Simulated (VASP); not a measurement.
Calculation: PBE GGA with D3 dispersion (Becke-Johnson damping), VASP's PBE PAW potentials (set 64) (plane waves; VASP 6.6.1).

VASP ran on this input.

POSCAR:
```
Be
1.0
  1.0984864330  -1.9026341563   0.0000000000
  1.0984864330   1.9026341563   0.0000000000
  0.0000000000   0.0000000000   3.4559067440
Be
2
Cart
  1.0984864330   0.6342126539   0.8639766860
  1.0984864330  -0.6342126539   2.5919300580
```

**KPOINTS**
```
Automatic
0
gamma
 19 19 10
0 0 0
```

**INCAR**
```
! general
SYSTEM  =  Be
PREC    =  Accurate
ENCUT   =  520
LREAL   =  .False.
LASPH   =  .True.

! electronic loop
EDIFF   =  1E-7
NELM    =  100
ALGO    =  Normal

! smearing
ISMEAR  =  1
SIGMA   =  0.1

! functional
GGA     =  PE
IVDW    =  12

! ions
IBRION  =  2
NSW     =  30
ISIF    =  4
EDIFFG  =  -0.01

! output
LWAVE   =  .False.
LCHARG  =  .False.
```

POTCAR, in this order: Be (PBE.64 set). Program: vasp_std.

Output

### OUTCAR
```
 ion  position               nearest neighbor table
   1  0.333  0.667  0.250-   2 2.14   2 2.14   2 2.14   2 2.14   2 2.14   2 2.14
   2  0.667  0.333  0.750-   1 2.14   1 2.14   1 2.14   1 2.14   1 2.14   1 2.14
  LATTYP: Found a hexagonal cell.
 ALAT       =     2.1969727300
 C/A-ratio  =     1.5730312429
 Subroutine PRICEL returns:
 Original cell was already a primitive cell.
 Subroutine GETGRP returns: Found 24 space group operations
The static configuration has the point symmetry D_3d.
 The point group associated with its full space group is D_6h.
The dynamic configuration has the point symmetry D_3d.
 Subroutine INISYM returns: Found 24 space group operations
 Subroutine IBZKPT returns following result:
 Found    240 irreducible k-points:

 Following reciprocal coordinates:
            Coordinates               Weight
  0.000000  0.000000  0.000000      1.000000
  0.052632  0.000000  0.000000      6.000000
  0.105263  0.000000  0.000000      6.000000
  0.157895  0.000000  0.000000      6.000000
  0.210526  0.000000  0.000000      6.000000
  0.263158  0.000000  0.000000      6.000000
  0.315789  0.000000  0.000000      6.000000
  0.368421  0.000000  0.000000      6.000000
  0.421053  0.000000  0.000000      6.000000
  0.473684  0.000000  0.000000      6.000000
  0.052632  0.052632  0.000000      6.000000
  0.105263  0.052632  0.000000     12.000000
  0.157895  0.052632  0.000000     12.000000
  0.210526  0.052632  0.000000     12.000000
  0.263158  0.052632  0.000000     12.000000
  0.315789  0.052632  0.000000     12.000000
  0.368421  0.052632  0.000000     12.000000
  0.421053  0.052632  0.000000     12.000000
  0.473684  0.052632  0.000000      6.000000
  0.105263  0.105263  0.000000      6.000000
  0.157895  0.105263  0.000000     12.000000
  0.210526  0.105263  0.000000     12.000000
...
```

### OSZICAR
```
       N       E                     dE             d eps       ncg     rms          rms(c)
DAV:   1    -0.215156360534E+01   -0.21516E+01   -0.17973E+03  2898   0.548E+02
DAV:   2    -0.753142446596E+01   -0.53799E+01   -0.51394E+01  4476   0.669E+01
DAV:   3    -0.756706225305E+01   -0.35638E-01   -0.35759E-01  3804   0.476E+00
DAV:   4    -0.756708639881E+01   -0.24146E-04   -0.24145E-04  4164   0.126E-01
DAV:   5    -0.756708641371E+01   -0.14898E-07   -0.14776E-07  3762   0.162E-03    0.133E+00
DAV:   6    -0.750706361798E+01    0.60023E-01   -0.92668E-03  3252   0.151E+00    0.817E-01
DAV:   7    -0.748492512685E+01    0.22138E-01   -0.94436E-03  3186   0.153E+00    0.352E-02
DAV:   8    -0.748489896711E+01    0.26160E-04   -0.15882E-05  4206   0.475E-02    0.122E-02
DAV:   9    -0.748489694123E+01    0.20259E-05   -0.34102E-06  3558   0.227E-02    0.936E-04
DAV:  10    -0.748489694567E+01   -0.44408E-08   -0.34428E-09  3534   0.536E-04
   1 F= -.82648218E+01 E0= -.82648228E+01  d E =-.826482E+01
       N       E                     dE             d eps       ncg     rms          rms(c)
DAV:   1    -0.748535062663E+01   -0.45369E-03   -0.48115E-03  3642   0.472E-01    0.247E-02
DAV:   2    -0.748534674093E+01    0.38857E-05   -0.20095E-05  3522   0.424E-02    0.150E-02
DAV:   3    -0.748534317006E+01    0.35709E-05   -0.20368E-06  3930   0.898E-03    0.200E-04
DAV:   4    -0.748534316900E+01    0.10558E-08   -0.16221E-08  2970   0.131E-03
   2 F= -.82652631E+01 E0= -.82652818E+01  d E =-.441278E-03
```

OUTCAR:
```
------------------------ aborting loop because EDIFF is reached ----------------------------------------
 Edisp (eV)   -0.77992
  FORCE on cell =-STRESS in cart. coord.  units (eV):
  Direction    XX          YY          ZZ          XY          YZ          ZX
  --------------------------------------------------------------------------------------
  Total       0.37095     0.37095     0.37764     0.00000     0.00000     0.00000
  in kB      41.14184    41.14184    41.88365     0.00000     0.00000     0.00000
  external pressure =       41.39 kB  Pullay stress =        0.00 kB
  volume of cell :       14.45
      direct lattice vectors                 reciprocal lattice vectors
     1.096452494 -1.899111269  0.000000000     0.456016109 -0.263281045 -0.000000000
     1.096452494  1.899111269  0.000000000     0.456016109  0.263281045 -0.000000000
     0.000000000  0.000000000  3.468740175    -0.000000000 -0.000000000  0.288289105
 POSITION                                       TOTAL-FORCE (eV/Angst)
 -----------------------------------------------------------------------------------
      1.09645      0.63304      0.86719        -0.000000     -0.000000      0.000000
      1.09645     -0.63304      2.60156         0.000000      0.000000      0.000000
 -----------------------------------------------------------------------------------
    total drift:                                0.000000     -0.000004      0.000005
  FREE ENERGIE OF THE ION-ELECTRON SYSTEM (eV)
  ---------------------------------------------------
  free  energy   TOTEN  =        -8.2652630968 eV

  energy  without entropy=       -8.2653192919  energy(sigma->0) =       -8.26528183

 reached required accuracy - stopping structural energy minimisation
```
(Selected blocks of OUTCAR.)

File CONTCAR:
```
Be
   1.00000000000000
     1.0964524944370042   -1.8991112693661356    0.0000000000000000
     1.0964524944370042    1.8991112693661356    0.0000000000000000
     0.0000000000000000    0.0000000000000000    3.4687401752398173
  Be
     2
Direct
     0.3333330000000032    0.6666669999999968    0.2500000000000000
     0.6666669999999968    0.3333330000000032    0.7500000000000000
```

The compound is Be in the hcp structure. This cell is one point of a volume scan, at 0.97 of the reference volume. Symmetry was kept, so distortions that lower it aren't found.
